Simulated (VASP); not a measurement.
Output of a VASP run:

### OSZICAR
```
       N       E                     dE             d eps       ncg     rms          rms(c)
DAV:   1     0.590903124451E+03    0.59090E+03   -0.28303E+04  1766   0.190E+03
DAV:   2     0.607553918227E+02   -0.53015E+03   -0.51818E+03  1808   0.496E+02
DAV:   3    -0.308735878870E+02   -0.91629E+02   -0.89426E+02  2054   0.177E+02
DAV:   4    -0.362820347594E+02   -0.54084E+01   -0.53676E+01  2111   0.425E+01
DAV:   5    -0.364696077424E+02   -0.18757E+00   -0.18729E+00  2672   0.819E+00    0.689E+00
DAV:   6    -0.356861899088E+02    0.78342E+00   -0.15008E+00  2317   0.145E+01    0.381E+00
DAV:   7    -0.355740708017E+02    0.11212E+00   -0.83271E-01  2448   0.485E+00    0.983E-01
DAV:   8    -0.355656979409E+02    0.83729E-02   -0.13758E-01  2149   0.380E+00    0.445E-01
DAV:   9    -0.355661343983E+02   -0.43646E-03   -0.10532E-02  2144   0.144E+00    0.177E-01
DAV:  10    -0.355665264520E+02   -0.39205E-03   -0.21681E-03  2215   0.660E-01    0.956E-02
DAV:  11    -0.355666564976E+02   -0.13005E-03   -0.52978E-04  1992   0.515E-01    0.244E-02
DAV:  12    -0.355666717257E+02   -0.15228E-04   -0.16933E-04  2130   0.141E-01    0.111E-02
DAV:  13    -0.355666744320E+02   -0.27063E-05   -0.47534E-05  2128   0.663E-02    0.679E-03
DAV:  14    -0.355666753029E+02   -0.87099E-06   -0.75365E-06  1822   0.494E-02
   1 F= -.35566675E+02 E0= -.35566600E+02  d E =-.355667E+02
       N       E                     dE             d eps       ncg     rms          rms(c)
DAV:   1    -0.355701925780E+02   -0.35181E-02   -0.11950E-01  2248   0.234E+00    0.345E-01
DAV:   2    -0.355682051228E+02    0.19875E-02   -0.10559E-02  2162   0.125E+00    0.181E-01
DAV:   3    -0.355672082206E+02    0.99690E-03   -0.22536E-03  2728   0.411E-01    0.563E-02
DAV:   4    -0.355671944105E+02    0.13810E-04   -0.53576E-04  1843   0.189E-01    0.232E-02
DAV:   5    -0.355671953944E+02   -0.98385E-06   -0.74875E-05  2264   0.134E-01    0.117E-02
DAV:   6    -0.355671954422E+02   -0.47876E-07   -0.12376E-05  1939   0.735E-02    0.435E-03
DAV:   7    -0.355671958908E+02   -0.44859E-06   -0.46978E-06  1434   0.159E-02
   2 F= -.35567196E+02 E0= -.35567117E+02  d E =-.520588E-03
       N       E                     dE             d eps       ncg     rms          rms(c)
DAV:   1    -0.355672004470E+02   -0.50048E-05   -0.15765E-04  2161   0.859E-02    0.126E-02
DAV:   2    -0.355671981268E+02    0.23202E-05   -0.14901E-05  2098   0.464E-02    0.661E-03
DAV:   3    -0.355671967037E+02    0.14231E-05   -0.23681E-06  1269   0.165E-02    0.190E-03
DAV:   4    -0.355671965974E+02    0.10629E-06   -0.10779E-06  1004   0.106E-02
   3 F= -.35567197E+02 E0= -.35567118E+02  d E =-.521294E-03
       N       E                     dE             d eps       ncg     rms          rms(c)
DAV:   1    -0.355675041882E+02   -0.30748E-03   -0.32119E-02  2050   0.105E+00    0.961E-02
DAV:   2    -0.355674204108E+02    0.83777E-04   -0.15013E-03  2589   0.377E-01    0.465E-02
DAV:   3    -0.355673615217E+02    0.58889E-04   -0.16342E-04  2464   0.153E-01    0.155E-02
DAV:   4    -0.355673594175E+02    0.21042E-05   -0.44434E-05  1871   0.787E-02    0.624E-03
DAV:   5    -0.355673588898E+02    0.52761E-06   -0.57053E-06  1504   0.462E-02
   4 F= -.35567359E+02 E0= -.35567286E+02  d E =-.162292E-03
```

File OUTCAR:
```
------------------------ aborting loop because EDIFF is reached ----------------------------------------
  FORCE on cell =-STRESS in cart. coord.  units (eV):
  Direction    XX          YY          ZZ          XY          YZ          ZX
  --------------------------------------------------------------------------------------
  Total       -0.0069775     -0.0069775     -0.0069775      0.0056142     -0.0056142     -0.0056142
  in kB       -0.0581735     -0.0581735     -0.0581735      0.0468069     -0.0468069     -0.0468069
  external PRESSURE =      -0.0581735 kB  Pullay stress =       0.0000000 kB
  volume of cell :      192.17
      direct lattice vectors                 reciprocal lattice vectors
     0.000000000  2.881735030  2.881735030    -0.173289547  0.173723620  0.173289547
     2.881735030  0.000000000  2.881735030     0.173723620 -0.173289547  0.173289547
    11.555886423 11.555886423 -0.028946305     0.043213869  0.043213869 -0.043213869
 POSITION                                       TOTAL-FORCE (eV/Angst)
 -----------------------------------------------------------------------------------
     11.54156     11.54156     -0.01462        -0.003860     -0.003860      0.003860
      1.53680      1.53680      1.34493         0.008503      0.008503     -0.008503
      4.36015      4.36015      1.40332         0.005421      0.005421     -0.005421
      7.19419      7.19419      1.45102        -0.001898     -0.001898      0.001898
     10.02537     10.02537      1.50157         0.003957      0.003957     -0.003957
      5.82853      5.82853      5.69841        -0.002670     -0.002670      0.002670
      8.66015      8.66015      5.74853        -0.006286     -0.006286      0.006286
      8.61097      8.61097      0.03423        -0.003168     -0.003168      0.003168
 -----------------------------------------------------------------------------------
    total drift:                                0.006691      0.006691     -0.006673
  FREE ENERGIE OF THE ION-ELECTRON SYSTEM (eV)
  ---------------------------------------------------
  free  energy   TOTEN  =       -35.5673588898 eV

  energy  without entropy=      -35.5671410154  energy(sigma->0) =      -35.56728627

 reached required accuracy - stopping structural energy minimisation
```
(Selected blocks of OUTCAR.)

File POSCAR:
```
Ga3InAs4
1
    0.0000000000     2.8853958341     2.8853958341
    2.8853958341     0.0000000000     2.8853958341
   11.5473073995    11.5473073995    -0.0057240630
In As Ga
1 4 3
Direct
  0.0026418701   0.0026418701   0.9980185974
  0.2339683791   0.2339683791   0.0745237157
  0.2449181881   0.2449181881   0.3163113589
  0.2547843510   0.2547843510   0.5589117368
  0.2645852401   0.2645852401   0.8015610699
  0.9899028594   0.9899028594   0.2575728554
  0.9999775898   0.9999775898   0.5000168077
  0.0092215224   0.0092215224   0.7430838582
```

### Question
Write an INCAR and KPOINTS that could have produced this output.

### Answer
One answer among several that fit: the input of the run itself, PBEsol GGA, plane waves, VASP's PBE PAW potentials (set 64).

### KPOINTS
```
Automatic mesh
0
Gamma
8 8 2
0 0 0
```

INCAR:
```
ISMEAR=1
LWAVE=.FALSE.
ISIF=3   ! ions, shape and volume
SIGMA=0.1   ! width (eV)
GGA=PS
LMAXMIX=4
EDIFF=1E-6   ! SCF stop (eV)
ENCUT=400
EDIFFG=-0.02   ! ionic stop
IBRION=2
PREC=Accurate
LCHARG=.FALSE.
ALGO=Normal   ! blocked Davidson
LREAL=.FALSE.
SYSTEM=Ga3InAs4
NSW=60
NELM=100   ! most electronic steps
LASPH=.TRUE.
```

POTCAR, in this order: In_d As Ga_d (PBE.64 set). Program: vasp_std.

The structure was generated: Ga3InAs4 was put into an ordered model structure (R3m), which need not be its known phase. This run relaxes it. Symmetry was kept, so distortions that lower it aren't found. The start is the result of an earlier pass.
